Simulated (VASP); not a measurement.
Input:

```yaml
crystal:
  lattice:
    - [1.42318, 0.82167, 4.63256]
    - [-1.42318, 0.82167, 4.63256]
    - [0.00000, -1.64335, 4.63256]
  atoms:
    - { symbol: Al, position: [0.00000, 0.00000, 0.00000] }
    - { symbol: Ti, position: [0.50000, 0.50000, 0.50000] }
```

Calculation: PBEsol GGA, VASP's PBE PAW potentials (set 64) (plane waves; VASP). Run with 400 eV cut-off, 17×17×17 Γ-centred mesh, tetrahedra with Blöchl corrections, potentials Al Ti_sv.

Problem. Estimate the energy per atom (σ→0), band gap (on the k-mesh) with the smallest direct gap where there is one.

Solution. 
The band gap (on the k-mesh) comes out as none (metal, semimetal or under 0.01 eV). The energy per atom (σ→0) is -6.398 eV/atom.

Total energies compare only between runs with the same potentials, cut-off and functional.

The structure was generated: TiAl was put into the CuPt type (R-3m), which need not be its known phase. It was relaxed first. The electron count is odd and the run is not spin-polarised, which forces a metal.
